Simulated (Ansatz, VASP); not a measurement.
# SiO: VASP beside Ansatz, part 2 of 3

One calculation is typed for both programs; each brings its own data sets. How far apart do they land? Of the first pair: The structure shown is frame 165 of Ansatz's trajectory.

VASP 6.6.1 and Ansatz 0.2.0.

So far. Step 3 (VASP: single point, PBE, pair 1): The run ends at a pressure of 1.94 GPa, with forces up to 8.0 eV/Å.

## 5. Ansatz: dynamics, PBE

Level of this step: Ansatz beside VASP: Kohn-Sham DFT, plane waves, PBE (Ansatz).

One frame of this run of dynamics is then solved in both programs, so the motion causes no difference.

The structure compared here is frame 132 of Ansatz's trajectory.

input.yaml

```yaml
crystal:
  lattice:
    - [8.9421172301, 0.0, 0.0]
    - [0.0, 8.9421172301, 0.0]
    - [0.0, 0.0, 8.9421172301]
  atoms:
    - { symbol: Si, position: [0.7039297952, 1.0678708774, 0.5788606493] }
    - { symbol: Si, position: [0.3974124052, 0.1898019578, 0.3528360488] }
    - { symbol: Si, position: [0.4868657391, 0.0906412303, -0.1198221499] }
    - { symbol: Si, position: [0.860066326, 0.7352304211, 0.1058220659] }
    - { symbol: Si, position: [0.9692662131, 0.2313773167, 0.268409158] }
    - { symbol: Si, position: [0.8510409344, -0.0277237784, 0.8613472213] }
    - { symbol: Si, position: [0.6670561601, 1.1808573545, 0.1483210945] }
    - { symbol: Si, position: [1.1381456699, 1.2073432225, -0.0851011221] }
    - { symbol: Si, position: [0.5525416777, 0.5474240335, 0.0316915342] }
    - { symbol: Si, position: [0.6149857281, 0.3310531907, 0.8232154412] }
    - { symbol: Si, position: [0.062889427, 0.4892244104, 0.7324819139] }
    - { symbol: Si, position: [0.5238627828, 0.7221131931, 0.4259064571] }
    - { symbol: Si, position: [0.3815061497, 0.8536678441, 0.8278245074] }
    - { symbol: Si, position: [1.1379146714, 0.9363841341, 0.7280668508] }
    - { symbol: Si, position: [0.903303621, 0.5734873929, 0.4097015607] }
    - { symbol: Si, position: [0.0285639653, -0.0562985591, 0.1422207245] }
    - { symbol: Si, position: [0.6352872021, 0.6778675254, 0.6888044652] }
    - { symbol: Si, position: [0.1927769107, 0.5158923374, 0.4623672704] }
    - { symbol: Si, position: [0.0048070085, 0.7910652065, -0.0989630717] }
    - { symbol: Si, position: [0.2079202905, 0.8856129135, 0.3880861889] }
    - { symbol: Si, position: [0.8134808061, 0.3640316591, 0.5231759209] }
    - { symbol: O, position: [0.8415520703, 0.0193220576, 0.0600486476] }
    - { symbol: O, position: [0.0582305933, 0.3430689263, 0.8210060149] }
    - { symbol: O, position: [0.9916276505, 0.0432486076, 0.2880551311] }
    - { symbol: O, position: [0.2552267437, 0.559951443, 0.6544829767] }
    - { symbol: O, position: [-0.0064903746, 0.5998016273, 0.8507746265] }
    - { symbol: O, position: [0.2707698081, 1.0749600955, 0.3966212246] }
    - { symbol: O, position: [0.6111482624, 0.5592462456, 0.8347390806] }
    - { symbol: O, position: [-0.0638780202, 0.3195677177, 0.1301148012] }
    - { symbol: O, position: [0.165652149, 0.8053146589, 0.2164605048] }
    - { symbol: O, position: [0.3316397694, 0.7583577679, 0.4498415009] }
    - { symbol: O, position: [0.4323058702, 0.2323356422, 0.7492982273] }
    - { symbol: O, position: [0.5495342075, 0.5766178691, 0.559300982] }
    - { symbol: O, position: [0.0958286875, 0.8862848601, 0.5498566275] }
    - { symbol: O, position: [0.4462570693, 1.1847510575, 0.1759818574] }
    - { symbol: O, position: [0.5208855774, 0.2101996401, 0.4770401198] }
    - { symbol: O, position: [0.8571920011, 1.1831627848, 0.580507489] }
    - { symbol: O, position: [0.0442611961, 0.3128474711, 0.4106291347] }
    - { symbol: O, position: [0.7117649854, 0.67265899, 0.0052286771] }
    - { symbol: O, position: [0.4989212158, 0.8140484349, 0.7215599395] }
    - { symbol: O, position: [0.8115577604, 0.6840170172, 0.5986699425] }
    - { symbol: O, position: [1.0137992481, 1.0724136771, 0.7796402723] }
kpoints:
  mp_grid: { grid: [1, 1, 1] }
scf:
  occupations: { method: fermi_dirac, width: 0.1 }
  n_extra_bands: 27
hamiltonian:
  xc: pbe
  pseudopotentials: { kind: paw, azcp: { folder: soft_1 } }
output:
  forces: true
basis:
  ecutwfc: 320
md:
  timestep: 1.5
  n_steps: 396
  ensemble: nvt_langevin
  temperature: 1870
  seed: 2
```

Command:

```bash
ansatz run input.yaml --threads 8 --pin off --max-ram 23552MiB --backend cpu --events-out ev --progress --plain --runs-dir out
```

Numbers of over 12 decimals in the logs are rounded to 6 here.

What it wrote:

```text
[...]
Crystal: 42 atoms, lattice volume = 715.025 Å³
Basis set: ecut = 320 eV, 9315 PW (Γ), exchange–correlation on 108×108×108 points (8 copies of the dense FFT grid, shifted against one another)
Bands: 132, of which v1, the nominal top of the filled ones, is band 105 counted from 1 (104 counted from 0)
Symmetry: 1 space group operations
k-points: 1
[...]
SCF iter   1: F=—  HF=-25265.579172 eV  |F-HF|=—  |Δ(HF+E_count)|=         —  Δρ=6.48e-2  dr2=5.64e1  ethr=3.10e-3  ⟨swp⟩=9.0  Hψ=727  notcnv=0  defer=2
[...]
md step    64: t =    96.00 fs  T =  2131.9 K  F+E_penalty+E_count = -25261.66863063 eV  E_kin = 11.573925 eV  (8 SCF iters)
[...]
md step    65: t =    97.50 fs  T =  2116.9 K  F+E_penalty+E_count = -25261.91128522 eV  E_kin = 11.492337 eV  (8 SCF iters)
[...]
md step    68: t =   102.00 fs  T =  2234.2 K  F+E_penalty+E_count = -25262.83860280 eV  E_kin = 12.129204 eV  (8 SCF iters)
[...]
md step    69: t =   103.50 fs  T =  2311.3 K  F+E_penalty+E_count = -25263.13086096 eV  E_kin = 12.547818 eV  (7 SCF iters)
[...]
```

## 6. VASP: single point, PBE, pair 2

The same cell, functional, mesh and smearing now go to VASP, with its own data sets.

INCAR

```
SYSTEM = SiO
PREC = Accurate
ENCUT = 520
EDIFF = 1E-06
NELM = 120
ISMEAR = -1
SIGMA = 0.1
LREAL = Auto
ALGO = Normal
GGA = PE
NBANDS = 136
LORBIT = 11
LWAVE = .FALSE.
LCHARG = .FALSE.
ISIF = 2
LASPH = .TRUE.
GGA_COMPAT = .FALSE.
EFERMI = MIDGAP
NCORE = 2
```

POSCAR

```
SiO
1.0
    8.9421172301      0.0000000000      0.0000000000
    0.0000000000      8.9421172301      0.0000000000
    0.0000000000      0.0000000000      8.9421172301
Si O
21 21
Direct
    0.6370408544      0.0530659303      0.5336853541
    0.3813611377      0.2655786028      0.3651881222
    0.5771172383      0.0536088924      0.9150541219
    0.8296815854      0.7158781120      0.0397882281
    0.7945450520      0.2409465169      0.1976813717
    0.8392868050      0.9581416805      0.9213409742
    0.5839315081      0.2699171469      0.0950860941
    0.0622901440      0.1763176135      0.9343790755
    0.4874967402      0.6658399624      0.0740903953
    0.6456529088      0.3460982361      0.7474919896
    0.0708752730      0.4078801369      0.7009419401
    0.4972278808      0.7900296785      0.3367308796
    0.4485017247      0.8522122674      0.8807028355
    0.1916612952      0.8979281744      0.7972787447
    0.8706906653      0.5723859203      0.4815379724
    0.9338431845      0.9078013653      0.1920444516
    0.5803315777      0.6458369815      0.6056110494
    0.1712361805      0.4281531881      0.3725702666
    0.0111812446      0.7190477193      0.8694005044
    0.1939322596      0.9617008790      0.4253036392
    0.8395214251      0.2834588202      0.5819432765
    0.9361182352      0.0878828783      0.8125156541
    0.1580232023      0.3377556928      0.8704021430
    0.7998606835      0.0482297412      0.2421606589
    0.1941932716      0.4446432425      0.5616663113
    0.0289258118      0.5713680405      0.7679592901
    0.2687127599      0.1085104059      0.3728015317
    0.5386128225      0.4766277259      0.6547830731
    0.9282966233      0.2586608899      0.0573821598
    0.0230544953      0.9556814991      0.3466647686
    0.3301328896      0.8427412442      0.3745455258
    0.5966344281      0.1391998078      0.7481015768
    0.5490495007      0.6579041460      0.4437231025
    0.1699667943      0.9274013957      0.6033111467
    0.4166141982      0.2822843522      0.1818923817
    0.5138314430      0.2179713092      0.5064037837
    0.8114052649      0.0750451770      0.5873265654
    0.8190518019      0.3093241711      0.3759450825
    0.6565685563      0.6336530661      0.0898440469
    0.4830706072      0.7567915770      0.7212109654
    0.7659721768      0.6366823263      0.6219116633
    0.1642902606      0.0447397143      0.9343389026
```

KPOINTS

```
Automatic mesh
0
Gamma
1 1 1
0 0 0
```

Potentials, in the order of the species: Si and O (PBE family, release 64).

Command:

```bash
mpirun -np 8 vasp_gam
```

What it wrote:

```text
[... set-up lines as in an earlier step ...]
 entering main loop
       N       E                     dE             d eps       ncg     rms          rms(c)
DAV:   1     0.175179287065E+04    0.17518E+04   -0.11206E+05   272   0.145E+03
DAV:   2    -0.109653268358E+03   -0.18614E+04   -0.17649E+04   344   0.323E+02
DAV:   3    -0.304009167038E+03   -0.19436E+03   -0.19183E+03   312   0.111E+02
DAV:   4    -0.309197529586E+03   -0.51884E+01   -0.51480E+01   320   0.193E+01
[...]
DAV:  17    -0.272887380329E+03   -0.64589E-05   -0.17687E-05   368   0.137E-02    0.606E-03
DAV:  18    -0.272887381875E+03   -0.15462E-05   -0.46568E-06   280   0.877E-03    0.254E-03
DAV:  19    -0.272887382186E+03   -0.31119E-06   -0.13368E-06   208   0.391E-03
   1 F= -.27288738E+03 E0= -.27280790E+03  d E =-.158972E+00
```

From OUTCAR (step 6):

```text
  Total       13.3820084     -3.6711382    -16.9339259     -4.5539344     -7.5319443      1.8430462
  in kB       29.9854660     -8.2260291    -37.9443537    -10.2041370    -16.8770526      4.1297687
  external PRESSURE =      -5.3949723 kB  Pullay stress =       0.0000000 kB

 POSITION                                       TOTAL-FORCE (eV/Angst)
 -----------------------------------------------------------------------------------
      5.69649      0.47452      4.77228        -2.161892      0.183904      0.356101
      3.41018      2.37484      3.26555        -0.168873     -1.372951      1.737796
      5.16065      0.47938      8.18252         2.239268      2.093718      0.812779
      7.41911      6.40147      0.35579        -1.828323      0.145348      2.560460
      7.10491      2.15457      1.76769         4.998006     -3.195120      2.357743
      7.50500      8.56782      8.23874         0.016302      0.448764     -0.642704
      5.22158      2.41363      0.85027        -3.802103     -0.072375     -3.958115
      0.55701      1.57665      8.35533        -5.286829      6.809658     -1.600569
      4.35925      5.95402      0.66253        -4.672967      1.196878      1.118732
      5.77350      3.09485      6.68416        -1.387094     -0.440210      0.039600
      0.63377      3.64731      6.26790         0.978265     -1.439968      0.460322
      4.44627      7.06454      3.01109        -0.407491      2.338971     -3.082714
      4.01056      7.62058      7.87535        -2.053703     -2.199690     -0.778388
      1.71386      8.02938      7.12936         0.449052      1.136837     -0.273561
[...]
-----------------------------------------------------------------------------------
    total drift:                                0.011821     -0.015908     -0.012909

  FREE ENERGIE OF THE ION-ELECTRON SYSTEM (eV)
  ---------------------------------------------------
  free  energy   TOTEN  =      -272.8873821862 eV

  energy  without entropy=     -272.7284099465  energy(sigma->0) =     -272.80789607

[... 2 parts as in an earlier step ...]

[... 1 further part left out ...]
[key lines of the parts left out:]
E-fermi :   3.8460
```

The run ends at a pressure of -0.54 GPa, with forces up to 8.8 eV/Å.

## 7. Differences

Forces on 8 of the 42 atoms, those with the largest forces and the largest differences (eV/Å; atoms numbered as in POSCAR):

| atom | Ansatz x, y, z | VASP x, y, z |
| --- | --- | --- |
| Si5 | 5.077, -3.231, 2.381 | 4.998, -3.195, 2.358 |
| Si7 | -3.862, -0.069, -3.931 | -3.802, -0.072, -3.958 |
| Si8 | -5.275, 6.739, -1.640 | -5.287, 6.810, -1.601 |
| Si17 | 0.725, -0.745, 8.376 | 0.694, -0.743, 8.391 |
| O33 | -1.053, -0.685, -5.112 | -1.052, -0.659, -5.149 |
| O37 | 0.105, 2.707, -2.213 | 0.184, 2.691, -2.201 |
| O39 | 6.425, -1.223, -1.070 | 6.479, -1.227, -1.089 |
| O42 | 5.227, -5.289, 0.203 | 5.249, -5.363, 0.188 |

The forces differ by 29 meV/Å r.m.s., which is 1.4 % of the r.m.s. force of 2.097 eV/Å (both taken over all components).

## 8. Ansatz: dynamics, PBE

One frame of this run of dynamics is then solved in both programs, so the motion causes no difference.

The structure compared here is frame 88 of Ansatz's trajectory.

input.yaml

```yaml
crystal:
  lattice:
    - [8.9421172301, 0.0, 0.0]
    - [0.0, 8.9421172301, 0.0]
    - [0.0, 0.0, 8.9421172301]
  atoms:
    - { symbol: Si, position: [0.5351888492, 1.0345935218, 0.5429363579] }
    - { symbol: Si, position: [0.4277620185, 0.2551975066, 0.3388400611] }
    - { symbol: Si, position: [0.6180468385, 0.0972477825, -0.0899296026] }
    - { symbol: Si, position: [0.8141604966, 0.8107174425, 0.0007652564] }
    - { symbol: Si, position: [0.8237795431, 0.2400010583, 0.2092461716] }
    - { symbol: Si, position: [0.8586984259, 0.0468394279, 0.8881079478] }
    - { symbol: Si, position: [0.6378237014, 1.3007374803, 0.0456960578] }
    - { symbol: Si, position: [1.0770432533, 1.2736214414, -0.0409779684] }
    - { symbol: Si, position: [0.5867372644, 0.6241534925, 0.0466645833] }
    - { symbol: Si, position: [0.6483422655, 0.3368673983, 0.7361441221] }
    - { symbol: Si, position: [0.0732031006, 0.4949006347, 0.6416827088] }
    - { symbol: Si, position: [0.3499348636, 0.7878183746, 0.3241742818] }
    - { symbol: Si, position: [0.4814416138, 0.877421588, 0.9385700104] }
    - { symbol: Si, position: [1.2237075159, 0.9916332807, 0.8233419427] }
    - { symbol: Si, position: [0.8708508664, 0.7002024595, 0.5167272242] }
    - { symbol: Si, position: [-0.1410974098, -0.0252098405, 0.4174306227] }
    - { symbol: Si, position: [0.5584145231, 0.6609644606, 0.6428158064] }
    - { symbol: Si, position: [0.366768742, 0.4862621363, 0.4038439817] }
    - { symbol: Si, position: [-0.0175620681, 0.82823724, -0.1688229106] }
    - { symbol: Si, position: [0.1909608786, 1.0414591686, 0.4805601955] }
    - { symbol: Si, position: [0.8138872631, 0.4082561596, 0.5124179827] }
    - { symbol: O, position: [0.9245172322, 0.2052199683, -0.1241050934] }
    - { symbol: O, position: [0.0803475069, 0.4342322228, 0.8372616743] }
    - { symbol: O, position: [0.8150819634, 0.0496374017, 0.225279114] }
    - { symbol: O, position: [0.2475719344, 0.5128032874, 0.5579822232] }
    - { symbol: O, position: [-0.0060817758, 0.6650024984, 0.6741774081] }
    - { symbol: O, position: [0.2696909012, 1.1576204851, 0.3481951715] }
    - { symbol: O, position: [0.5580839729, 0.4882711499, 0.7235312228] }
    - { symbol: O, position: [-0.0109232267, 0.2892030994, 0.1178950441] }
    - { symbol: O, position: [0.0134829706, 1.0709109517, 0.4716540862] }
    - { symbol: O, position: [0.1950058391, 0.8668866896, 0.3927721775] }
    - { symbol: O, position: [0.566474854, 0.1729695132, 0.7167186959] }
    - { symbol: O, position: [0.4828176865, 0.6344754682, 0.4910989207] }
    - { symbol: O, position: [0.2049259171, 1.0591835744, 0.6594152775] }
    - { symbol: O, position: [0.4702417111, 1.2729766849, 0.1637684885] }
    - { symbol: O, position: [0.5522799289, 0.1533802528, 0.410822568] }
    - { symbol: O, position: [0.736247854, 1.0175689513, 0.5318751765] }
    - { symbol: O, position: [-0.1549472164, 0.2822375873, 0.3900054577] }
    - { symbol: O, position: [0.7345398321, 0.6831085847, 0.1630957063] }
    - { symbol: O, position: [0.4854322687, 0.7382646905, 0.7926060874] }
    - { symbol: O, position: [0.729746481, 0.7325139849, 0.6153846387] }
    - { symbol: O, position: [1.1908802013, 1.1413906805, 0.9238515609] }
kpoints:
  mp_grid: { grid: [1, 1, 1] }
scf:
  occupations: { method: fermi_dirac, width: 0.1 }
  n_extra_bands: 27
hamiltonian:
  xc: pbe
  pseudopotentials: { kind: paw, azcp: { folder: soft_1 } }
output:
  forces: true
basis:
  ecutwfc: 320
md:
  timestep: 1.5
  n_steps: 264
  ensemble: nvt_langevin
  temperature: 300
  seed: 2
```

Command:

```bash
ansatz run input.yaml --threads 8 --pin off --max-ram 23552MiB --backend cpu --events-out ev --progress --plain --runs-dir out
```

What it wrote:

```text
[...]
Crystal: 42 atoms, lattice volume = 715.025 Å³
Basis set: ecut = 320 eV, 9315 PW (Γ), exchange–correlation on 108×108×108 points (8 copies of the dense FFT grid, shifted against one another)
Bands: 132, of which v1, the nominal top of the filled ones, is band 105 counted from 1 (104 counted from 0)
Symmetry: 1 space group operations
k-points: 1
[...]
SCF iter   1: F=—  HF=-25286.994180 eV  |F-HF|=—  |Δ(HF+E_count)|=         —  Δρ=7.04e-2  dr2=7.24e1  ethr=3.10e-3  ⟨swp⟩=10.0  Hψ=772  notcnv=0  defer=5
[...]
SCF 70 converged in 6 iterations: F = -25277.082864 eV  dr2 = 2.89e-8
md step    69: t =   103.50 fs  T =   552.9 K  F+E_penalty+E_count = -25277.08286442 eV  E_kin = 3.001487 eV  (6 SCF iters)
[...]
md step    70: t =   105.00 fs  T =   549.1 K  F+E_penalty+E_count = -25277.10024675 eV  E_kin = 2.980996 eV  (9 SCF iters)
[...]
md step    73: t =   109.50 fs  T =   536.2 K  F+E_penalty+E_count = -25277.10905602 eV  E_kin = 2.910894 eV  (7 SCF iters)
[...]
md step    75: t =   112.50 f
```

[end of part 2 of 3]

[Lines on the potential files, build, host, timing and source positions are cut from VASP's logs without a mark.]

[Logs are printed without paths, hosts, clocks, repeated set-up lines and the standing remarks that a program may print on its own settings, such as how far it seeks lower states.]

[Hosts, paths, dates, database ids (printed as entryN), source tags and the programs' standing remarks are cut or masked in the printed files.]
